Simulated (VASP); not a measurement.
OSZICAR of a VASP run on ZrB2 (AlB2 type):

File OSZICAR:
```
       N       E                     dE             d eps       ncg     rms          rms(c)
DAV:   1     0.112133986937E+03    0.11213E+03   -0.99816E+03  2088   0.138E+03
DAV:   2    -0.243096683549E+02   -0.13644E+03   -0.13156E+03  2360   0.342E+02
DAV:   3    -0.301244550229E+02   -0.58148E+01   -0.57600E+01  3298   0.617E+01
DAV:   4    -0.302542640177E+02   -0.12981E+00   -0.12974E+00  2661   0.879E+00
DAV:   5    -0.302577970649E+02   -0.35330E-02   -0.35329E-02  3213   0.111E+00    0.219E+01
DAV:   6    -0.275089210317E+02    0.27489E+01   -0.81335E+00  2510   0.201E+01    0.884E+00
DAV:   7    -0.274703547112E+02    0.38566E-01   -0.90703E-01  3160   0.616E+00    0.323E+00
DAV:   8    -0.274677409642E+02    0.26137E-02   -0.10328E-01  2488   0.302E+00    0.807E-01
DAV:   9    -0.274647311510E+02    0.30098E-02   -0.17111E-02  2652   0.108E+00    0.123E-01
DAV:  10    -0.274646757749E+02    0.55376E-04   -0.83369E-04  2673   0.261E-01    0.439E-02
DAV:  11    -0.274646829175E+02   -0.71426E-05   -0.27589E-05  2738   0.573E-02    0.150E-02
DAV:  12    -0.274646821675E+02    0.74998E-06   -0.26771E-06  2716   0.171E-02    0.305E-03
DAV:  13    -0.274646820854E+02    0.82108E-07   -0.51212E-07  2638   0.677E-03
   1 F= -.27464682E+02 E0= -.27464703E+02  d E =-.274647E+02
       N       E                     dE             d eps       ncg     rms          rms(c)
DAV:   1    -0.274647537624E+02   -0.71595E-04   -0.33393E-03  2210   0.580E-01    0.410E-02
DAV:   2    -0.274647199303E+02    0.33832E-04   -0.77989E-05  2375   0.758E-02    0.225E-02
DAV:   3    -0.274647062243E+02    0.13706E-04   -0.36106E-05  2425   0.527E-02    0.441E-03
DAV:   4    -0.274647061716E+02    0.52729E-07   -0.71393E-07  2338   0.766E-03
   2 F= -.27464706E+02 E0= -.27464728E+02  d E =-.240862E-04
```

**Question.** Which electronic solver shows in the log?

**Answer.** It is blocked Davidson (ALGO = Normal, or the opening steps of other solvers). The INCAR had ALGO = Normal.

**Question.** Can the final energy be trusted as converged?

**Answer.** The calculation finished and met its thresholds. It stopped with EDIFF = 1E-7, NELM = 100, NSW = 30 and EDIFFG = -0.01 after 2 ionic steps (LDA (Ceperley-Alder, Perdew-Zunger), plane waves, VASP's LDA PAW potentials (set 64)).

The compound is ZrB2 in the AlB2 type structure. This cell is one point of a volume scan, at 1.03 of the reference volume. Symmetry was kept, so distortions that lower it aren't found.
